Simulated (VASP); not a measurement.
These are PBE GGA, VASP's PBE PAW potentials (set 64) (plane waves; VASP) values and carry that method's errors.

The input files of a VASP run:

### INCAR
```
ALGO  =  Normal
EDIFF  =  1E-6
ENCUT  =  300
GGA  =  PE
ISIF  =  2
ISMEAR  =  -1
ISPIN  =  2
LASPH  =  .TRUE.
LCHARG  =  .FALSE.
LMAXMIX  =  4
LORBIT  =  11
LREAL  =  .FALSE.
LWAVE  =  .FALSE.
MAGMOM  =  1.5 -1.5
NELM  =  100
PREC  =  Accurate
SIGMA  =  0.1
SYSTEM  =  Cr
```

POSCAR:
```
Cr
1
    2.8800000000     0.0000000000     0.0000000000
    0.0000000000     2.8800000000     0.0000000000
    0.0000000000     0.0000000000     2.8800000000
Cr
2
Direct
  0.0000000000   0.0000000000   0.0000000000
  0.5000000000   0.5000000000   0.5000000000
```

File KPOINTS:
```
Automatic mesh
0
gamma
9 9 9
```

POTCAR, in this order: Cr_pv (PBE.64 set). Program: vasp_std.

The run wrote:

### OUTCAR
```
 ion  position               nearest neighbor table
   1  0.000  0.000  0.000-   2 2.49   2 2.49   2 2.49   2 2.49   2 2.49   2 2.49   2 2.49   2 2.49
  LATTYP: Found a simple cubic cell.
 ALAT       =     2.8800000000
 Subroutine PRICEL returns following result:
  LATTYP: Found a body centered cubic cell.
 ALAT       =     2.8800000000
 Subroutine GETGRP returns: Found 48 space group operations
The static configuration has the point symmetry O_h .
The dynamic configuration has the point symmetry O_h .
The overall configuration has the point symmetry O_h .
 Subroutine INISYM returns: Found 48 space group operations
 Subroutine IBZKPT returns following result:
 Found     35 irreducible k-points:

 Following reciprocal coordinates:
            Coordinates               Weight
  0.000000  0.000000  0.000000      1.000000
  0.111111  0.000000  0.000000      6.000000
  0.222222  0.000000  0.000000      6.000000
  0.333333  0.000000  0.000000      6.000000
  0.444444  0.000000  0.000000      6.000000
  0.111111  0.111111  0.000000     12.000000
  0.222222  0.111111  0.000000     24.000000
  0.333333  0.111111  0.000000     24.000000
...
```

**OSZICAR**
```
       N       E                     dE             d eps       ncg     rms          rms(c)
DAV:   1     0.158181337845E+03    0.15818E+03   -0.11075E+04  2464   0.126E+03
DAV:   2    -0.164168548977E+02   -0.17460E+03   -0.17317E+03  2384   0.401E+02
DAV:   3    -0.221116164172E+02   -0.56948E+01   -0.56502E+01  2904   0.808E+01
DAV:   4    -0.221895598468E+02   -0.77943E-01   -0.77856E-01  2768   0.901E+00
DAV:   5    -0.221910889987E+02   -0.15292E-02   -0.15285E-02  3024   0.939E-01    0.180E+01
DAV:   6    -0.190561645420E+02    0.31349E+01   -0.19246E+01  2480   0.517E+01    0.493E+00
DAV:   7    -0.190798259786E+02   -0.23661E-01   -0.30022E-01  2576   0.736E+00    0.289E+00
DAV:   8    -0.190803209976E+02   -0.49502E-03   -0.22237E-02  3048   0.150E+00    0.109E+00
DAV:   9    -0.190766780546E+02    0.36429E-02   -0.45512E-02  2752   0.156E+00    0.373E-01
DAV:  10    -0.190779329284E+02   -0.12549E-02   -0.36483E-03  3208   0.553E-01    0.230E-01
DAV:  11    -0.190788889990E+02   -0.95607E-03   -0.11793E-02  2872   0.609E-01    0.155E-01
DAV:  12    -0.190793802495E+02   -0.49125E-03   -0.12124E-02  2816   0.678E-01    0.658E-02
DAV:  13    -0.190794579785E+02   -0.77729E-04   -0.26159E-04  2592   0.159E-01    0.414E-02
DAV:  14    -0.190794880237E+02   -0.30045E-04   -0.42316E-04  2752   0.109E-01    0.210E-02
DAV:  15    -0.190794948801E+02   -0.68564E-05   -0.27561E-04  2848   0.933E-02    0.318E-03
DAV:  16    -0.190794955572E+02   -0.67713E-06   -0.57980E-06  2464   0.225E-02
   1 F= -.19079496E+02 E0= -.19064358E+02  d E =-.302754E-01  mag=    -0.0000
```

OUTCAR:
```
------------------------ aborting loop because EDIFF is reached ----------------------------------------
  FORCE on cell =-STRESS in cart. coord.  units (eV):
  Direction    XX          YY          ZZ          XY          YZ          ZX
  --------------------------------------------------------------------------------------
  Total       -0.6046670     -0.6046670     -0.6046670     -0.0000000      0.0000000     -0.0000000
  in kB      -40.5554651    -40.5554651    -40.5554651     -0.0000000      0.0000000     -0.0000000
  external PRESSURE =     -40.5554651 kB  Pullay stress =       0.0000000 kB
  volume of cell :       23.89
      direct lattice vectors                 reciprocal lattice vectors
     2.880000000  0.000000000  0.000000000     0.347222222  0.000000000  0.000000000
     0.000000000  2.880000000  0.000000000     0.000000000  0.347222222  0.000000000
     0.000000000  0.000000000  2.880000000     0.000000000  0.000000000  0.347222222
 POSITION                                       TOTAL-FORCE (eV/Angst)
 -----------------------------------------------------------------------------------
      0.00000      0.00000      0.00000         0.000000     -0.000000      0.000000
      1.44000      1.44000      1.44000        -0.000000      0.000000     -0.000000
 -----------------------------------------------------------------------------------
    total drift:                                0.000000      0.000000      0.000000
  FREE ENERGIE OF THE ION-ELECTRON SYSTEM (eV)
  ---------------------------------------------------
  free  energy   TOTEN  =       -19.0794955572 eV

  energy  without entropy=      -19.0492201488  energy(sigma->0) =      -19.06435785

 total charge

# of ion       s       p       d       tot
------------------------------------------
    1        0.428   6.383   4.177  10.988
    2        0.428   6.383   4.177  10.988
--------------------------------------------------
tot          0.856  12.766   8.354  21.975

 magnetization (x)

# of ion       s       p       d       tot
------------------------------------------
    1        0.015   0.009   1.142   1.166
    2       -0.015  -0.009  -1.142  -1.166
--------------------------------------------------
tot          0.000   0.000   0.000   0.000
```
(Selected blocks of OUTCAR.)

At this cut-off the stress carries a Pulay error, which pulls relaxed volumes low.

The structure is a typed Cr crystal (Im-3m). The cell was not relaxed at this level.
